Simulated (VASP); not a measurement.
Set up this calculation in VASP 6.6.1, as the native input.

| Property | Result |
| --- | --- |
| Task | single point |
| Functional | PBE |
| Dispersion | D3(BJ) |
| Potentials or basis | VASP PAW PBE potentials, release 64 (C, Mg) |
| Cutoff | 520 eV |
| k mesh | 2 × 2 × 1 |
| Occupations | fermi-dirac, width 0.05 eV |
| Spin | no spin polarisation |
| Dipole correction | no |
| Further INCAR settings | LREAL = Auto; ALGO = Normal; EDIFF = 1e-06; NBANDS = 52 |

The structure of MgC18 lies in POSCAR:

```
MgC18
1.0
    7.3980000000      0.0000000000      0.0000000000
   -3.6990000000      6.4068560000      0.0000000000
    0.0000000000      0.0000000000     11.0000000000
C Mg
18 1
Direct
    0.0020564140      0.0003669507      0.0842705455
    0.2234984908      0.1110975493      0.0841501818
    0.0007990872      0.3336541355      0.0847268182
    0.2247549554      0.4456318356      0.0846957273
    0.0020544123      0.6681996599      0.0842591818
    0.2235001633      0.7789124650      0.0841395455
    0.3342371150      0.0003736622      0.0840873636
    0.5581635153      0.1123362223      0.0844832727
    0.3354723762      0.3350282884      0.0845325455
    0.5567935088      0.4456413567      0.0847183636
    0.3354736134      0.6669561482      0.0845240909
    0.5567926388      0.7776628662      0.0847168182
    0.6687765961      0.0016259145      0.0847026364
    0.8900918172      0.1123363784      0.0846280000
    0.6687775617      0.3336627201      0.0847011818
    0.8900906479      0.4442656429      0.0846189091
    0.6674048167      0.6669572408      0.0846743636
    0.8913375507      0.7789235469      0.0843287273
    0.1300787911      0.8975030811      0.3826781818
```

The cell was built by a generator and needn't be a form met in nature.

These files were run (other wordings do the same):

INCAR

```
ALGO = Normal
EDIFF = 1E-6
ENCUT = 520
GGA = PE
ISIF = 2
ISMEAR = -1
IVDW = 12
LASPH = T
LCHARG = F
LREAL = Auto
LWAVE = F
NBANDS = 52
NELM = 100
PREC = Accurate
SIGMA = 0.05
```

KPOINTS

```
k-points
0
Gamma
  2 2 1
```

Potentials or basis: VASP PAW PBE potentials, release 64 (C, Mg).

The run is started by

```sh
$ cat potpaw_PBE.64/C/POTCAR potpaw_PBE.64/Mg/POTCAR > POTCAR
$ mpirun -np 1 vasp_std > vasp.out
```

Results of the run:

| Property | Result |
| --- | --- |
| Largest force | 0.018 eV/Å |
| Band gap on the k mesh | 0.15 eV, direct |
| Dispersion energy per atom | -0.100 eV |

Caveat: the k mesh is coarse (spacing up to 0.49 Å⁻¹), so the values aren't converged.

Run time: 2.6 min on 1 thread of Intel(R) Xeon(R) Platinum 8488C (Sapphire Rapids) (shared host), peak memory 0.54 GiB.
